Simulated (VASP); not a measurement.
These are PBEsol GGA, VASP's PBE PAW potentials (set 64) (plane waves; VASP) values and carry that method's errors.

The input files of a VASP run:

File KPOINTS:
```
k-points along high-symmetry lines
15
Line-mode
Reciprocal
  0.000000   0.000000   0.000000 ! GAMMA
  0.000000   0.500000   0.000000 ! X

  0.000000   0.500000   0.000000 ! X
  0.500000   0.500000   0.000000 ! M

  0.500000   0.500000   0.000000 ! M
  0.000000   0.000000   0.000000 ! GAMMA

  0.000000   0.000000   0.000000 ! GAMMA
  0.500000   0.500000   0.500000 ! R

  0.500000   0.500000   0.500000 ! R
  0.000000   0.500000   0.000000 ! X

  0.500000   0.500000   0.500000 ! R
  0.500000   0.500000   0.000000 ! M
```

POSCAR:
```
PdIn
1
    3.2500000000     0.0000000000     0.0000000000
    0.0000000000     3.2500000000     0.0000000000
    0.0000000000     0.0000000000     3.2500000000
In Pd
1 1
Direct
  0.5000000000   0.5000000000   0.5000000000
  0.0000000000   0.0000000000   0.0000000000
```

**INCAR**
```
SYSTEM = PdIn
PREC = Accurate
ENCUT = 520
EDIFF = 1E-7
NELM = 100
ALGO = Normal
LREAL = .FALSE.
LASPH = .TRUE.
ISMEAR = 0
SIGMA = 0.05
GGA = PS
LMAXMIX = 4
LWAVE = .FALSE.
LCHARG = .FALSE.
LORBIT = 11
ICHARG = 11
```

POTCAR, in this order: In_d Pd (PBE.64 set). Program: vasp_std. Read from the step before: CHGCAR.

The run wrote:

OSZICAR:
```
       N       E                     dE             d eps       ncg     rms          rms(c)
DAV:   1     0.163040711753E+03    0.16304E+03   -0.11446E+04  2723   0.201E+03
DAV:   2    -0.113249453844E+01   -0.16417E+03   -0.15897E+03  2826   0.412E+02
DAV:   3    -0.902424396891E+01   -0.78917E+01   -0.78413E+01  3393   0.946E+01
DAV:   4    -0.916471046217E+01   -0.14047E+00   -0.14044E+00  3372   0.123E+01
DAV:   5    -0.917148981753E+01   -0.67794E-02   -0.67793E-02  4107   0.233E+00
DAV:   6    -0.917162518997E+01   -0.13537E-03   -0.13537E-03  3512   0.262E-01
DAV:   7    -0.917162667619E+01   -0.14862E-05   -0.14861E-05  4135   0.335E-02
DAV:   8    -0.917162669106E+01   -0.14868E-07   -0.16014E-07  3108   0.312E-03
   1 F= -.91716267E+01 E0= -.91714774E+01  d E =-.298498E-03
```

### OUTCAR
```
 val. band max:       11.0835862280   @ k =   0.0000   0.2500   0.0000

 cond. band min:      11.1801124248   @ k =   0.3571   0.5000   0.3571



 k-point     1 :       0.0000    0.0000    0.0000
  band No.  band energies     occupation
      1      -4.2885      2.00000
      2      -4.2885      2.00000
      3      -3.8499      2.00000
      4      -3.8499      2.00000
      5      -3.8499      2.00000
      6       0.3522      2.00000
      7       6.7203      2.00000
      8       6.7203      2.00000
      9       8.3187      2.00000
     10       8.3187      2.00000
     11       8.3187      2.00000
     12      14.8336      0.00000
     13      14.8336      0.00000
     14      14.8336      0.00000
     15      20.2629      0.00000

 k-point     2 :       0.0000    0.0357    0.0000
  band No.  band energies     occupation
      1      -4.2877      2.00000
      2      -4.2837      2.00000
      3      -3.8513      2.00000
      4      -3.8513      2.00000
      5      -3.8494      2.00000
      6       0.3728      2.00000
      7       6.7204      2.00000
      8       6.7243      2.00000
      9       8.3019      2.00000
     10       8.3019      2.00000
     11       8.3176      2.00000
     12      14.6739      0.00000
     13      14.8762      0.00000
     14      14.8762      0.00000
     15      20.3562      0.00000

 k-point     3 :       0.0000    0.0714    0.0000
  band No.  band energies     occupation
      1      -4.2853      2.00000
      2      -4.2698      2.00000
      3      -3.8555      2.00000
      4      -3.8555      2.00000
      5      -3.8481      2.00000
      6       0.4347      2.00000
      7       6.7205      2.00000
      8       6.7351      2.00000
      9       8.2533      2.00000
     10       8.2533      2.00000
     11       8.3145      2.00000
     12      14.2487      0.00000
     13      15.0024      0.00000
     14      15.0024      0.00000
     15      20.5277      0.00000

...
```

The density is held fixed in this step, so its total energy and stress have no physical meaning. Unless said otherwise, spin-orbit coupling is left out, though it shifts the bands of the heavy elements here.

The compound is PdIn in the CsCl type structure. The cell was not relaxed at this level. The electron count is odd and the run is not spin-polarised, which forces a metal.
